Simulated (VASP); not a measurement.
```yaml
crystal:
  lattice:
    - [0.00000, 2.82915, 2.82915]
    - [2.82915, 0.00000, 2.82915]
    - [2.82915, 2.82915, 0.00000]
  atoms:
    - { symbol: Zn, position: [0.00000, 0.00000, 0.00000] }
    - { symbol: Se, position: [0.25000, 0.25000, 0.25000] }
```

Level of theory: revTPSS meta-GGA, VASP's PBE PAW potentials (set 64) (plane waves; VASP 6.6.1). Settings: 520 eV cut-off, 9×9×9 Γ-centred mesh, tetrahedra with Blöchl corrections, potentials Zn Se.

Question: Tabulate the total density of states (states/eV per cell) against energy (eV; zero at the valence-band maximum or, without a gap, the Fermi level).

Answer: 
```json
[
 {"E (eV)": "-9.95", "DOS (states/eV)": "0.00"},
 {"E (eV)": "-9.71", "DOS (states/eV)": "0.00"},
 {"E (eV)": "-9.59", "DOS (states/eV)": "0.00"},
 {"E (eV)": "-9.35", "DOS (states/eV)": "0.00"},
 {"E (eV)": "-9.23", "DOS (states/eV)": "0.00"},
 {"E (eV)": "-8.99", "DOS (states/eV)": "0.00"},
 {"E (eV)": "-8.87", "DOS (states/eV)": "0.00"},
 {"E (eV)": "-8.63", "DOS (states/eV)": "0.00"},
 {"E (eV)": "-8.39", "DOS (states/eV)": "0.00"},
 {"E (eV)": "-8.27", "DOS (states/eV)": "0.00"},
 {"E (eV)": "-8.03", "DOS (states/eV)": "0.00"},
 {"E (eV)": "-7.91", "DOS (states/eV)": "0.00"},
 {"E (eV)": "-7.67", "DOS (states/eV)": "0.00"},
 {"E (eV)": "-7.55", "DOS (states/eV)": "0.00"},
 {"E (eV)": "-7.31", "DOS (states/eV)": "0.00"},
 {"E (eV)": "-7.07", "DOS (states/eV)": "0.00"},
 {"E (eV)": "-6.95", "DOS (states/eV)": "0.00"},
 {"E (eV)": "-6.71", "DOS (states/eV)": "5.24"},
 {"E (eV)": "-6.59", "DOS (states/eV)": "26.8"},
 {"E (eV)": "-6.35", "DOS (states/eV)": "24.6"},
 {"E (eV)": "-6.23", "DOS (states/eV)": "9.05"},
 {"E (eV)": "-5.99", "DOS (states/eV)": "0.32"},
 {"E (eV)": "-5.75", "DOS (states/eV)": "0.00"},
 {"E (eV)": "-5.63", "DOS (states/eV)": "0.00"},
 {"E (eV)": "-5.39", "DOS (states/eV)": "0.00"},
 {"E (eV)": "-5.27", "DOS (states/eV)": "0.00"},
 {"E (eV)": "-5.03", "DOS (states/eV)": "0.42"},
 {"E (eV)": "-4.91", "DOS (states/eV)": "0.77"},
 {"E (eV)": "-4.67", "DOS (states/eV)": "3.80"},
 {"E (eV)": "-4.43", "DOS (states/eV)": "1.05"},
 {"E (eV)": "-4.31", "DOS (states/eV)": "0.87"},
 {"E (eV)": "-4.07", "DOS (states/eV)": "0.63"},
 {"E (eV)": "-3.95", "DOS (states/eV)": "0.49"},
 {"E (eV)": "-3.71", "DOS (states/eV)": "0.41"},
 {"E (eV)": "-3.59", "DOS (states/eV)": "0.38"},
 {"E (eV)": "-3.35", "DOS (states/eV)": "0.30"},
 {"E (eV)": "-3.11", "DOS (states/eV)": "0.43"},
 {"E (eV)": "-2.99", "DOS (states/eV)": "1.60"},
 {"E (eV)": "-2.75", "DOS (states/eV)": "1.31"},
 {"E (eV)": "-2.63", "DOS (states/eV)": "1.25"},
 {"E (eV)": "-2.39", "DOS (states/eV)": "1.41"},
 {"E (eV)": "-2.27", "DOS (states/eV)": "1.78"},
 {"E (eV)": "-2.03", "DOS (states/eV)": "1.83"},
 {"E (eV)": "-1.91", "DOS (states/eV)": "1.86"},
 {"E (eV)": "-1.67", "DOS (states/eV)": "1.84"},
 {"E (eV)": "-1.43", "DOS (states/eV)": "1.81"},
 {"E (eV)": "-1.31", "DOS (states/eV)": "1.86"},
 {"E (eV)": "-1.07", "DOS (states/eV)": "1.81"},
 {"E (eV)": "-0.95", "DOS (states/eV)": "1.72"},
 {"E (eV)": "-0.71", "DOS (states/eV)": "1.01"},
 {"E (eV)": "-0.59", "DOS (states/eV)": "0.83"},
 {"E (eV)": "-0.35", "DOS (states/eV)": "0.47"},
 {"E (eV)": "-0.11", "DOS (states/eV)": "0.16"},
 {"E (eV)": "0.01", "DOS (states/eV)": "0.01"},
 {"E (eV)": "0.25", "DOS (states/eV)": "0.00"},
 {"E (eV)": "0.37", "DOS (states/eV)": "0.00"},
 {"E (eV)": "0.61", "DOS (states/eV)": "0.00"},
 {"E (eV)": "0.73", "DOS (states/eV)": "0.00"},
 {"E (eV)": "0.97", "DOS (states/eV)": "0.00"},
 {"E (eV)": "1.21", "DOS (states/eV)": "0.00"},
 {"E (eV)": "1.33", "DOS (states/eV)": "0.00"},
 {"E (eV)": "1.57", "DOS (states/eV)": "0.00"},
 {"E (eV)": "1.69", "DOS (states/eV)": "0.00"},
 {"E (eV)": "1.93", "DOS (states/eV)": "0.01"},
 {"E (eV)": "2.05", "DOS (states/eV)": "0.01"},
 {"E (eV)": "2.29", "DOS (states/eV)": "0.02"},
 {"E (eV)": "2.53", "DOS (states/eV)": "0.05"},
 {"E (eV)": "2.65", "DOS (states/eV)": "0.06"},
 {"E (eV)": "2.89", "DOS (states/eV)": "0.15"},
 {"E (eV)": "3.01", "DOS (states/eV)": "0.27"},
 {"E (eV)": "3.25", "DOS (states/eV)": "0.61"},
 {"E (eV)": "3.37", "DOS (states/eV)": "0.79"},
 {"E (eV)": "3.61", "DOS (states/eV)": "1.09"},
 {"E (eV)": "3.85", "DOS (states/eV)": "1.60"},
 {"E (eV)": "3.97", "DOS (states/eV)": "1.92"},
 {"E (eV)": "4.21", "DOS (states/eV)": "2.04"},
 {"E (eV)": "4.33", "DOS (states/eV)": "1.66"},
 {"E (eV)": "4.57", "DOS (states/eV)": "0.96"},
 {"E (eV)": "4.69", "DOS (states/eV)": "0.76"},
 {"E (eV)": "4.93", "DOS (states/eV)": "0.63"}
]
```
Within 2 eV below the valence-band maximum the largest weight inside VASP's projection spheres is Se p.

The compound is ZnSe in the zinc blende structure. It was relaxed first.
